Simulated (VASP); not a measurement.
# CdTe: the band gap, functional by functional, part 3 of 3

How does the band gap of CdTe depend on the functional? The starting structure is a measured crystal structure from the Crystallography Open Database. Cell and atoms stay as given. Meshes and data sets differ where the inputs say so.

VASP 6.6.1.

Results so far: LDA 0.547 eV; PBE 0.766 eV; r2SCAN 1.269 eV; TB-mBJ 1.828 eV; LDA + spin-orbit coupling 0.270 eV; r2SCAN + spin-orbit coupling 1.003 eV; TB-mBJ + spin-orbit coupling 1.565 eV.

### Step 9. Bands with HSE06

Level of this step: HSE06; plane waves and PAW (Te, Cd) (VASP).

HSE06 mixes in a quarter of exact exchange at short range, at far higher cost; in semiconductors this cures much of the gap error, while metals seldom gain. This run uses a 4×4×4 mesh. Its starting orbitals come from a semilocal run on the same mesh, not shown.

INCAR reads:

```
SYSTEM = CdTe
PREC = Accurate
ENCUT = 350
EDIFF = 1E-06
NELM = 100
ISMEAR = 0
SIGMA = 0.03
LREAL = .FALSE.
ALGO = Normal
LHFCALC = .TRUE.
AEXX = 0.25
GGA = PE
HFSCREEN = 0.2
LASPH = .TRUE.
NBANDS = 15
PRECFOCK = Fast
LORBIT = 11
LWAVE = .FALSE.
LCHARG = .FALSE.
KPAR = 4
```

POSCAR reads:

```
CdTe
1.0
    0.0000000000      3.2400000000      3.2400000000
    3.2400000000      0.0000000000      3.2400000000
    3.2400000000      3.2400000000      0.0000000000
Te Cd
1 1
Direct
    0.7500000000      0.7500000000      0.7500000000
    0.0000000000      0.0000000000      0.0000000000
```

KPOINTS reads:

```
Automatic mesh
0
Gamma
4 4 4
0 0 0
```

KPOINTS_OPT reads:

```
Line mode
10
Line-mode
Reciprocal
  0.00000000   0.00000000   0.00000000 GAMMA
  0.50000000   0.00000000   0.50000000 X

  0.50000000   0.00000000   0.50000000 X
  0.50000000   0.25000000   0.75000000 W

  0.50000000   0.25000000   0.75000000 W
  0.37500000   0.37500000   0.75000000 K

  0.37500000   0.37500000   0.75000000 K
  0.00000000   0.00000000   0.00000000 GAMMA

  0.00000000   0.00000000   0.00000000 GAMMA
  0.50000000   0.50000000   0.50000000 L

  0.50000000   0.50000000   0.50000000 L
  0.62500000   0.25000000   0.62500000 U

  0.62500000   0.25000000   0.62500000 U
  0.50000000   0.25000000   0.75000000 W

  0.50000000   0.25000000   0.75000000 W
  0.50000000   0.50000000   0.50000000 L

  0.50000000   0.50000000   0.50000000 L
  0.37500000   0.37500000   0.75000000 K

  0.62500000   0.25000000   0.62500000 U
  0.50000000   0.00000000   0.50000000 X
```

The projector-augmented-wave data sets are Te and Cd (PBE family, release 64).

On the command line:

```console
$ mpirun -np 4 vasp_std
```

Numbers of over 12 decimals in the logs are rounded to 6 here.

The log of the run:

```text
[banner, memory and clock lines left out]
running    4 mpi-ranks, on    1 nodes
[...]
LDA part: xc-table for (Slater+PW92), standard interpolation
 found WAVECAR, reading the header
 POSCAR, INCAR and KPOINTS ok, starting setup
[...]
reading WAVECAR
 the WAVECAR file was read successfully
 initial charge from wavefunction
 entering main loop
       N       E                     dE             d eps       ncg     rms          rms(c)
DAV:   1    -0.599692574649E+01   -0.59969E+01   -0.18503E+00   240   0.127E+01    0.100E+01
DAV:   2    -0.599255695808E+01    0.43688E-02   -0.10697E-01   275   0.422E+00    0.660E+00
DAV:   3    -0.598806027518E+01    0.44967E-02   -0.15377E-02   282   0.150E+00    0.406E+00
DAV:   4    -0.598727381581E+01    0.78646E-03   -0.17031E-03   275   0.378E-01    0.244E+00
DAV:   5    -0.598709881818E+01    0.17500E-03   -0.30622E-04   275   0.126E-01    0.148E+00
DAV:   6    -0.598707167034E+01    0.27148E-04   -0.64867E-05   268   0.574E-02    0.894E-01
DAV:   7    -0.598706620098E+01    0.54694E-05   -0.81308E-06   261   0.229E-02    0.536E-01
DAV:   8    -0.598706567026E+01    0.53072E-06   -0.24766E-06   260   0.129E-02
   1 F= -.59870657E+01 E0= -.59870657E+01  d E =-.159599E-18
 Start KPOINTS_OPT (optional k-point list driver)
k-point batch [1-8\100]
       N       E                     dE             ncg
DAV:   1     0.164960169893E+03   -0.14819E+04      240
DAV:   2    -0.695913142738E+03   -0.86087E+03      268
DAV:   3    -0.738491490462E+03   -0.42578E+02      282
DAV:   4    -0.739220999274E+03   -0.72951E+00      367
DAV:   5    -0.739226145777E+03   -0.51465E-02      282
DAV:   6    -0.739226193530E+03   -0.47754E-04      353
DAV:   7    -0.739226194095E+03   -0.56537E-06      218
[...]
k-point batch [97-100\100]
       N       E                     dE             ncg
DAV:   1     0.202367341366E+04   -0.19551E+04      120
DAV:   2     0.161631251193E+04   -0.40736E+03      134
DAV:   3     0.159899088693E+04   -0.17322E+02      162
DAV:   4     0.159869941236E+04   -0.29147E+00      194
DAV:   5     0.159869754397E+04   -0.18684E-02      169
DAV:   6     0.159869753317E+04   -0.10797E-04      180
DAV:   7     0.159869753303E+04   -0.14489E-06      116
```

Run time: 3.9 min. Hardware: 4 MPI ranks of Intel Xeon Platinum 8259CL at 2.50GHz (Skylake/Cascade Lake), shared host; peak memory 1.1 GiB; 15 min of CPU time.

Parts of OUTCAR (step 9):

```text
 POSITION                                       TOTAL-FORCE (eV/Angst)
 -----------------------------------------------------------------------------------
      4.86000      4.86000      4.86000         0.000000      0.000000      0.000000
      0.00000      0.00000      0.00000        -0.000000     -0.000000     -0.000000
 -----------------------------------------------------------------------------------
    total drift:                                0.000013      0.000024     -0.000032

  FREE ENERGIE OF THE ION-ELECTRON SYSTEM (eV)
  ---------------------------------------------------
  free  energy   TOTEN  =        -5.9870656703 eV

  energy  without entropy=       -5.9870656703  energy(sigma->0) =       -5.98706567

[... 1 part as in an earlier step ...]

[... 2 further parts left out ...]
[key lines of the parts left out:]
E-fermi :   2.0238
```

HSE06 gives a direct gap of 1.578 eV. The least gap is +1.031 eV from that of LDA, on another mesh, which alone can move a gap by some hundredths of an eV.

### Step 10. Bands with PBE0

PBE0 keeps a quarter of exact exchange at all ranges; it tends to overshoot small gaps. This run uses a 4×4×4 mesh. It starts from the orbitals of an earlier run, not shown.

Changes to INCAR since step 9:

```diff
@@ -12,3 +12,2 @@
 GGA = PE
-HFSCREEN = 0.2
 LASPH = .TRUE.
@@ -16,2 +15,3 @@
 PRECFOCK = Fast
+HFRCUT = -1
 LORBIT = 11
```

POSCAR is that of step 9.

KPOINTS is that of step 9.

KPOINTS_OPT is that of step 9.

On the command line:

```console
$ mpirun -np 4 vasp_std
```

The log of the run:

```text
[banner, memory and clock lines left out]
running    4 mpi-ranks, on    1 nodes
[...]
LDA part: xc-table for (Slater+PW92), standard interpolation
 found WAVECAR, reading the header
 POSCAR, INCAR and KPOINTS ok, starting setup
[...]
HFRCUT set to (new)   10.129441
 reading WAVECAR
 the WAVECAR file was read successfully
 initial charge from wavefunction
 entering main loop
       N       E                     dE             d eps       ncg     rms          rms(c)
DAV:   1    -0.650614304579E+01   -0.65061E+01   -0.18364E+00   240   0.126E+01    0.101E+01
DAV:   2    -0.651097177241E+01   -0.48287E-02   -0.10418E-01   275   0.403E+00    0.684E+00
DAV:   3    -0.650696415114E+01    0.40076E-02   -0.15793E-02   282   0.154E+00    0.423E+00
DAV:   4    -0.650611737319E+01    0.84678E-03   -0.18099E-03   275   0.401E-01    0.253E+00
DAV:   5    -0.650590044513E+01    0.21693E-03   -0.35241E-04   261   0.138E-01    0.153E+00
DAV:   6    -0.650587451993E+01    0.25925E-04   -0.10155E-04   268   0.664E-02    0.931E-01
DAV:   7    -0.650587209535E+01    0.24246E-05   -0.13623E-05   276   0.272E-02    0.565E-01
DAV:   8    -0.650587240824E+01   -0.31289E-06   -0.28300E-06   253   0.138E-02
   1 F= -.65058724E+01 E0= -.65058724E+01  d E =-.285569E-11
 Start KPOINTS_OPT (optional k-point list driver)
k-point batch [1-8\100]
       N       E                     dE             ncg
DAV:   1     0.139495711249E+03   -0.15074E+04      240
DAV:   2    -0.750729066266E+03   -0.89022E+03      268
DAV:   3    -0.794091799985E+03   -0.43363E+02      282
DAV:   4    -0.794822714366E+03   -0.73091E+00      367
DAV:   5    -0.794827990249E+03   -0.52759E-02      282
DAV:   6    -0.794828043944E+03   -0.53695E-04      353
DAV:   7    -0.794828044570E+03   -0.62630E-06      218
[...]
k-point batch [97-100\100]
       N       E                     dE             ncg
DAV:   1     0.200608377944E+04   -0.19727E+04      120
DAV:   2     0.158784933395E+04   -0.41823E+03      134
DAV:   3     0.157032099963E+04   -0.17528E+02      162
DAV:   4     0.157002767493E+04   -0.29332E+00      194
DAV:   5     0.157002581769E+04   -0.18572E-02      169
DAV:   6     0.157002580644E+04   -0.11246E-04      180
DAV:   7     0.157002580629E+04   -0.14929E-06      116
```

Elapsed: 3.6 min, on 4 MPI ranks; peak memory 0.7 GiB.

Parts of OUTCAR (step 10):

```text
 POSITION                                       TOTAL-FORCE (eV/Angst)
 -----------------------------------------------------------------------------------
      4.86000      4.86000      4.86000         0.000000      0.000000     -0.000000
      0.00000      0.00000      0.00000        -0.000000     -0.000000      0.000000
 -----------------------------------------------------------------------------------
    total drift:                               -0.000002      0.000020     -0.000043

  FREE ENERGIE OF THE ION-ELECTRON SYSTEM (eV)
  ---------------------------------------------------
  free  energy   TOTEN  =        -6.5058724082 eV

  energy  without entropy=       -6.5058724082  energy(sigma->0) =       -6.50587241

[... 2 parts as in an earlier step ...]

[... 1 further part left out ...]
[key lines of the parts left out:]
E-fermi :   1.6414
```

PBE0 gives a direct gap of 2.215 eV. The least gap is +1.668 eV from that of LDA, on another mesh, which alone can move a gap by some hundredths of an eV.

### Step 11. All runs side by side

```
                       level  gap (eV)  least direct gap (eV)   mesh  core minutes
                         LDA     0.547                  0.547  6×6×6         0.747
                         PBE     0.766                  0.766  6×6×6         0.773
                      r2SCAN     1.269                  1.269  6×6×6           3.0
                      TB-mBJ     1.828                  1.828  6×6×6           2.4
   LDA + spin-orbit coupling      0.27                   0.27  6×6×6          2.93
r2SCAN + spin-orbit coupling     1.003                  1.003  6×6×6          15.1
TB-mBJ + spin-orbit coupling     1.565                  1.565  6×6×6           7.4
                       HSE06     1.578                  1.578  4×4×4          15.5
                        PBE0     2.215                  2.215  4×4×4          14.5
```

Core minutes are wall time times ranks of the run shown, on a shared host.

### Step 12. Results

```json
{
 "gap, LDA": "0.547 eV",
 "gap, PBE": "0.766 eV",
 "gap, r2SCAN": "1.269 eV",
 "gap, TB-mBJ": "1.828 eV",
 "gap, LDA + spin-orbit coupling": "0.270 eV",
 "gap, r2SCAN + spin-orbit coupling": "1.003 eV",
 "gap, TB-mBJ + spin-orbit coupling": "1.565 eV",
 "gap, HSE06": "1.578 eV",
 "gap, PBE0": "2.215 eV"
}
```

In words: Without spin-orbit coupling the gap of CdTe runs from 0.547 eV (LDA) to 2.215 eV (PBE0). HSE06 gives +0.81 eV from PBE, on another mesh, which alone can move a gap by some hundredths of an eV. TB-mBJ lies +0.25 eV from HSE06, on another mesh, which alone can move a gap by some hundredths of an eV. Spin-orbit coupling changes the LDA gap by -0.277 eV (LASPH differs too). Spin-orbit coupling changes the r2SCAN gap by -0.265 eV. Spin-orbit coupling changes the TB-mBJ gap by -0.263 eV. LASPH is on in some of these runs and off in others, which adds a little to the differences. These are gaps between Kohn-Sham or generalised Kohn-Sham levels of a static lattice, without excitons or temperature. Further runs on this material are not shown.

[Lines on the potential files, build, host, timing and source positions are cut from VASP's logs without a mark.]

[Logs are printed without paths, hosts, clocks, repeated set-up lines and the standing remarks that a program may print on its own settings, such as how far it seeks lower states.]

[Hosts, paths, dates, database ids (printed as entryN), source tags and the programs' standing remarks are cut or masked in the printed files.]
